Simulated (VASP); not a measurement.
Here is the system:

```xyz
3
Lattice="2.9588 0.0000 0.0000 -1.4794 2.5624 0.0000 0.0000 0.0000 14.8967" Properties=species:S:1:pos:R:3 pbc="T T T"
Ir     1.4794     0.8541     7.4484
O      0.0000     1.7083     6.2657
O      0.0000     1.7083     8.6310
```

All values below come from PBEsol GGA, VASP's PBE PAW potentials (set 64) (plane waves; VASP). Numerical set-up: 520 eV cut-off, 13×13×1 Γ-centred mesh, tetrahedra with Blöchl corrections, potentials Ir O.

The cell holds a wide vacuum, so values per volume refer to the whole cell.  Unless said otherwise, spin-orbit coupling is left out, though it shifts the bands of the heavy elements here.

Predict the energy per atom (σ→0), band gap (on the k-mesh) with the smallest direct gap where there is one.

```json
{
 "band gap (on the k-mesh)": "none (metal, semimetal or under 0.01 eV)",
 "energy per atom (σ→0)": "-6.475 eV/atom"
}
```

Total energies compare only between runs with the same potentials, cut-off and functional.

The cell is a sheet with vacuum, built from a generated structure.
